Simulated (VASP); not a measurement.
```xyz
4
Lattice="2.0859 -3.6128 0.0000 2.0859 3.6128 0.0000 0.0000 0.0000 6.7749" Properties=species:S:1:pos:R:3 pbc="T T T"
Cd     2.0859    -1.2043     3.3873
Cd     2.0859     1.2043     6.7747
S      2.0859    -1.2043     5.9417
S      2.0859     1.2043     2.5543
```

Computed with r2SCAN meta-GGA, VASP's PBE PAW potentials (set 64) (plane waves; VASP 6.6.1). Numerical set-up: 520 eV cut-off, 7×7×4 Γ-centred mesh, tetrahedra with Blöchl corrections, potentials Cd S.

The cores are frozen, which limits the accuracy of field gradients.

### Question
Give the principal components of the electric field gradient (V/Å²) and the asymmetry η at each nucleus.

### Answer

```
atom   Vxx   Vyy   Vzz     η
----  ----  ----  ----  ----
Cd1   -1.8  -1.8   3.7  0.00
Cd2   -1.8  -1.8   3.7  0.00
S3     0.2   0.2  -0.5     -
S4     0.2   0.2  -0.5     -
```

The compound is CdS in the wurtzite structure. It was relaxed first.
